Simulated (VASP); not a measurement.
# How biaxial strain in the (110) plane changes Ge

Wanted: the response of Ge to biaxial strain in the (110) plane, as a table, with a fit that predicts a row left out.

Program: VASP 6.6.1. Level of theory: PBEsol; plane waves and PAW (Ge_d), in the first sound run; inputs show where later runs differ. Results are calculated unless marked as measured.

This is a report of a sequence of runs, with most program output left out.

### 1. The structure

The structure is cubic, space group Fd-3m (No. 227). The conventional cell has a = 5.658 Å, b = 5.658 Å, c = 5.658 Å, α = 90.00°, β = 90.00°, γ = 90.00°. Nearest to Ge lie 4 Ge at 2.45 Å.

Structure file:

```xyz
2
Lattice="0.0000 2.8290 2.8290 2.8290 0.0000 2.8290 2.8290 2.8290 0.0000" Properties=species:S:1:pos:R:3 pbc="T T T"
Ge    0.0000    0.0000    0.0000
Ge    1.4145    1.4145    1.4145
```

### 2. Relax the crystal, PBEsol

The series starts from the cell that this level prefers, so that zero strain is near zero stress.

Level: PBEsol; plane waves and PAW (Ge_d).

The input, INCAR:

```
SYSTEM = Ge
PREC = Accurate
ENCUT = 470
EDIFF = 1E-07
NELM = 120
ISMEAR = 0
SIGMA = 0.02
LREAL = .FALSE.
ALGO = Normal
GGA = PS
NBANDS = 20
LORBIT = 11
LWAVE = .FALSE.
LCHARG = .FALSE.
KPAR = 8
IBRION = 2
NSW = 40
ISIF = 3
EDIFFG = -0.005
POTIM = 0.4
```

The input, POSCAR:

```
Ge
1.0
    0.0000000000      2.8290000000      2.8290000000
    2.8290000000      0.0000000000      2.8290000000
    2.8290000000      2.8290000000      0.0000000000
Ge
2
Direct
    0.0000000000      0.0000000000      0.0000000000
    0.2500000000      0.2500000000      0.2500000000
```

The input, KPOINTS:

```
Automatic mesh
0
Gamma
9 9 9
0 0 0
```

Potentials, in the order of the species: Ge_d (PBE family, release 64).

The run is started by

```bash
$ mpirun -np 8 vasp_std
```

The job ended after 6.2 s (8 MPI ranks of Intel Xeon 6975P-C (Granite Rapids), shared host; peak memory 1.4 GiB; 40 s of CPU time).

This run gave:

| Item | Value |
| --- | --- |
| energy(sigma→0) of the program | -9.8711 eV |
| stress, compression positive | 0.02 along [110], 0.02 across it (mean), GPa |
| volume | 45.508 Å³ |
| ionic steps | 2 |

### 3. Strain along the normal, PBEsol

One member in full: the plane is strained by -0.5 %, and the strain along the normal is moved by secant steps until the normal stress is under 0.012 GPa or five steps are spent; the atoms relax at each step.

This step took 5 runs, each at a new trial strain with the atoms of the one before; the last is shown.

Level: PBEsol; plane waves and PAW (Ge_d).

Edit INCAR of step 2 so:

```diff
@@ -14,7 +14,7 @@
 LCHARG = .FALSE.
-KPAR = 8
-IBRION = 2
-NSW = 40
-ISIF = 3
-EDIFFG = -0.005
-POTIM = 0.4
+KPAR = 2
+IBRION = 1
+NSW = 25
+ISIF = 2
+EDIFFG = -0.004
+POTIM = 0.3
```

The input, POSCAR:

```
Ge
1.0
    0.0101194920      2.8296364020      2.8195169110
    2.8296364020      0.0101194920      2.8195169110
    2.8397558940      2.8397558940      0.0000000000
Ge
2
Direct
    0.0005144047      0.0005144047      0.9994855953
    0.2494855953      0.2494855953      0.2505144047
```

KPOINTS is that of step 2.

The run is started by

```bash
$ mpirun -np 2 vasp_std
```

Wall time 22 s (2 MPI ranks); peak memory 0.38 GiB; 42 s of CPU time.

Read from the output:

```
energy(sigma→0) of the program : -9.8698 eV
stress, compression positive   : -0.01 along [110], 0.75 across it (mean), GPa
ionic steps                    : 1
```

### 4. Band edges, TB-mBJ with spin-orbit coupling

Short lines in KPOINTS_OPT sample the zone centre along and across the normal of the plane, for masses, and the other valleys.

Level: TB-mBJ, spin-orbit coupling; plane waves and PAW (Ge_d).

TB-mBJ has no energy functional, so the total energy, stress and pressure in this output mean nothing.

The input, INCAR:

```
SYSTEM = Ge
PREC = Accurate
ENCUT = 470
EDIFF = 1E-06
NELM = 150
ISMEAR = 0
SIGMA = 0.02
LREAL = .FALSE.
ALGO = Normal
METAGGA = MBJ
LASPH = .TRUE.
LNONCOLLINEAR = .TRUE.
MAGMOM = 0 0 0 0 0 0
NBANDS = 38
GGA_COMPAT = .FALSE.
LSORBIT = .TRUE.
LWAVE = .FALSE.
LCHARG = .FALSE.
KPAR = 2
```

POSCAR is that of step 3.

The input, KPOINTS:

```
Automatic mesh
0
Gamma
7 7 7
0 0 0
```

The input, KPOINTS_OPT:

```
Line mode
6
Line-mode
Reciprocal
  0.00000000   0.00000000   0.00000000
  0.01597924   0.01597924   0.03195848

  0.00000000   0.00000000   0.00000000
 -0.01586536   0.01586536   0.00000000

  0.31000000   0.31000000   0.00000000
  0.50000000   0.50000000   0.00000000

  0.00000000   0.31000000   0.31000000
  0.00000000   0.50000000   0.50000000

  0.45000000   0.45000000   0.45000000
  0.50000000   0.50000000   0.50000000

  0.45000000   0.00000000   0.00000000
  0.50000000   0.00000000   0.00000000

  0.42500000   0.42500000   0.00000000
  0.42508053   0.44751753   0.02259806

  0.50000000   0.50000000   0.50000000
  0.48413464   0.51586536   0.50000000
```

The run is started by

```bash
$ mpirun -np 2 vasp_ncl
```

Elapsed: 3.5 min, on 2 MPI ranks; peak memory 0.82 GiB.

### 5. Band edges, r2SCAN with spin-orbit coupling

Level: r2SCAN, spin-orbit coupling; plane waves and PAW (Ge_d).

Edit INCAR of step 4 so:

```diff
@@ -4,3 +4,3 @@
 EDIFF = 1E-06
-NELM = 150
+NELM = 100
 ISMEAR = 0
@@ -9,3 +9,3 @@
 ALGO = Normal
-METAGGA = MBJ
+METAGGA = R2SCAN
 LASPH = .TRUE.
```

POSCAR is that of step 4.

KPOINTS is that of step 4.

KPOINTS_OPT is that of step 4.

The run is started by

```bash
$ mpirun -np 2 vasp_ncl
```

Elapsed: 7.4 min, on 2 MPI ranks; peak memory 0.83 GiB; 15 min of CPU time.

Read from the output:

```
energy(sigma→0) of the program : -27.7386 eV
stress, compression positive   : 0.17 along [110], 1.01 across it (mean), GPa
```

The run ends at a pressure of 0.73 GPa, with forces up to 0.0076 eV/Å.

### 6. All members

LASPH is off in runs at PBEsol and on in runs at TB-mBJ and r2SCAN.

The other members went through these steps as far as the tables show, with the same cutoff and, step by step, the same mesh; 41 runs are not shown. The session took 4.0 core hours (wall time by ranks) on a shared machine.

| in-plane strain (%) | strain along the normal (%) | mean of the two in-plane stresses, tension positive (GPa) | energy above the unstrained row (meV/atom) |
| --- | --- | --- | --- |
| -2.000 | 1.106 | -3.229 | 9.855 |
| -1.500 | 0.750 | -2.396 | 5.706 |
| -1.000 | 0.429 | -1.573 | 2.675 |
| -0.500 | 0.214 | -0.751 | 0.778 |
| 0 | -0.017 | 0.022 | 0.000 |
| 0.500 | -0.264 | 0.769 | 0.274 |
| 1.000 | -0.499 | 1.532 | 1.633 |
| 1.500 | -0.693 | 2.256 | 4.070 |
| 2.000 | -1.000 | 2.713 | 7.531 |

Slopes at zero strain, from cubics through all rows: strain ratio -0.443, stress over strain 158 GPa.

Band edges at TB-mBJ with spin-orbit coupling, counted from the valence-band top at Γ, spin-orbit pairs averaged, with one row partly withheld:

| in-plane strain (%) | gap (eV) | conduction band at Γ (eV) | Δ or X valley along z (eV) | Δ or X valley along x (eV) | lowest conduction level at L, [111] (eV) | lowest conduction level at L, [-111] (eV) | second valence level below the top (eV) | third valence level below the top (eV) |
| --- | --- | --- | --- | --- | --- | --- | --- | --- |
| -2.000 | 0.406 | 0.741 | 0.622 | 0.834 | 0.771 | 0.406 | 0.128 | 0.454 |
| -1.500 | 0.473 | 0.737 | 0.723 | 0.862 | 0.732 | 0.473 | 0.104 | 0.389 |
| -1.000 | 0.535 | 0.720 | 0.811 | 0.892 | 0.695 | 0.535 | 0.073 | 0.336 |
| -0.500 | 0.575 | 0.677 | 0.877 | 0.914 | 0.654 | 0.575 | 0.041 | 0.302 |
| 0 | 0.615 | 0.632 | 0.938 | 0.937 | 0.615 | 0.616 | 0.001 | 0.275 |
| 0.500 | 0.524 | 0.530 | 0.940 | 0.909 | 0.524 | 0.606 | 0.055 | 0.307 |
| 1.000 | 0.422 | 0.422 | 0.930 | 0.877 | 0.433 | 0.587 | 0.106 | 0.344 |
| 1.500 | ? | ? | 0.916 | 0.848 | 0.346 | 0.564 | 0.155 | 0.384 |
| 2.000 | 0.177 | 0.177 | 0.860 | 0.793 | 0.230 | 0.529 | 0.239 | 0.456 |

Conduction masses, in electron masses:

| in-plane strain (%) | conduction mass at Γ, across the strain axis or in the plane | L [111] mass, longitudinal | L [111] mass, transverse along [1-10] |
| --- | --- | --- | --- |
| -2.000 | 0.054 | 1.783 | 0.096 |
| -1.500 | 0.049 | 1.757 | 0.095 |
| -1.000 | 0.045 | 1.735 | 0.094 |
| -0.500 | 0.040 | 1.751 | 0.093 |
| 0 | 0.036 | 1.742 | 0.092 |
| 0.500 | 0.033 | 1.734 | 0.091 |
| 1.000 | 0.030 | 1.712 | 0.090 |
| 1.500 | 0.026 | 1.705 | 0.089 |
| 2.000 | 0.024 | 1.675 | 0.088 |

Band edges at r2SCAN with spin-orbit coupling, counted from the valence-band top at Γ, spin-orbit pairs averaged:

| in-plane strain (%) | gap (eV) | conduction band at Γ (eV) | Δ or X valley along z (eV) | Δ or X valley along x (eV) | lowest conduction level at L, [111] (eV) | lowest conduction level at L, [-111] (eV) | second valence level below the top (eV) | third valence level below the top (eV) |
| --- | --- | --- | --- | --- | --- | --- | --- | --- |
| -2.000 | 0.128 | 0.388 | 0.354 | 0.592 | 0.513 | 0.128 | 0.130 | 0.461 |
| -1.500 | 0.194 | 0.380 | 0.461 | 0.616 | 0.467 | 0.194 | 0.105 | 0.399 |
| -1.000 | 0.253 | 0.358 | 0.550 | 0.638 | 0.421 | 0.253 | 0.073 | 0.348 |
| -0.500 | 0.292 | 0.311 | 0.618 | 0.658 | 0.375 | 0.292 | 0.041 | 0.315 |
| 0 | 0.262 | 0.262 | 0.679 | 0.678 | 0.330 | 0.331 | 0.001 | 0.288 |
| 0.500 | 0.158 | 0.159 | 0.679 | 0.646 | 0.233 | 0.320 | 0.054 | 0.320 |
| 1.000 | 0.050 | 0.050 | 0.670 | 0.615 | 0.141 | 0.303 | 0.105 | 0.356 |

### 7. A fit to the known rows

The quantity to fit is the conduction level at Γ above the mean of the three top valence levels at TB-mBJ with spin-orbit coupling: 0.935, 0.902, 0.857, 0.792, 0.723, 0.651, 0.573, 0.409 eV in the rows shown.

A least-squares parabola through the 8 rows shown, with e the strain in %: E = − 0.01316 e² − 0.1345 e + 0.7258 (eV), r.m.s. residual 0.0055 eV.

At e = 1.5 this predicts 0.4945 eV.

### 8. The withheld row

The calculation gives 0.4885 eV, so the prediction is 0.0060 eV too high, within twice the residual of the fit.

The rows do not lie on one parabola (a picked bound of 1 % of their span for the r.m.s. residual). Levels that cross, a degenerate level that splits or an edge that moves to another point can do that; which it is was not traced. So the linear term is no slope at zero strain, and none is listed.

### 9. What came out

- ratio of normal to in-plane strain: -0.443
- biaxial modulus: 158 GPa
- gap of the unstrained cell, TB-mBJ with spin-orbit coupling: 0.61 eV
- gap of the unstrained cell, r2SCAN with spin-orbit coupling: 0.26 eV
- error of the predicted row: 6.0 meV

What this shows: As a check, the curvature of the energy gives 153 GPa for the same modulus (energy per volume = M × strain²), 3 % from the slope of the stress. The energy also has a linear term worth 0.18 GPa that the stress column lacks, a mark of the finite basis. At TB-mBJ with spin-orbit coupling the lowest conduction valley is in turn L, Γ from the first row to the last, and the gap runs between 0.18 and 0.61 eV. At zero strain Γ and L lie only 17 meV apart here, so their order is sensitive to the level and the lattice constant. At r2SCAN with spin-orbit coupling the lowest conduction valley is in turn L, Γ from the first row to the last, and the gap runs between 0.05 and 0.29 eV. At zero strain this level puts Γ lowest, whereas real Ge has its minimum at L, so crossings are misplaced. At zero strain Γ and L lie only 68 meV apart here, so their order is sensitive to the level and the lattice constant. At r2SCAN with spin-orbit coupling the gap falls under 0.05 eV in some or all rows, where bands may have changed order, so 2 rows at and beyond those points are left out of its table. The gap at PBEsol is under 0.05 eV in some or all rows and is left out; the elastic columns come from such cells and can be uneven. Hole masses are left out throughout, since the top bands are degenerate or cross in many series; of conduction masses, those of the Γ, L and (for Si and Ge under (001) strain) Δ valleys are kept where they change by under an eighth between rows. A measured gap of unstrained Ge is 0.74 eV (arxiv:cond-mat/0503738, indirect gap, 4.2 K); the static gaps here belong to the lattice relaxed at PBEsol. TB-mBJ is a potential fitted for gaps; it has no energy functional, so its total energies and forces mean nothing, and its bands tend to come out too narrow. r2SCAN opens gaps somewhat over GGA but leaves them below measured values as a rule. Δ or X levels are the lowest on their line, refined by a parabola unless they lie at X; the gap is read from all points sampled and can differ from the lowest valley by some meV, or by tens of meV where strain moves the valence top off Γ. Temperature, zero-point motion and excitons are left out.

[Lines on the potential files, build, host, timing and source positions are cut from VASP's logs without a mark.]

[Logs are printed without paths, hosts, clocks, repeated set-up lines and the standing remarks that a program may print on its own settings, such as how far it seeks lower states.]

[Hosts, paths, dates, database ids (printed as entryN), source tags and the programs' standing remarks are cut or masked in the printed files.]

[In band tables of VASP the shares of atoms and orbitals are scaled to a sum of 1 inside the atoms' spheres.]
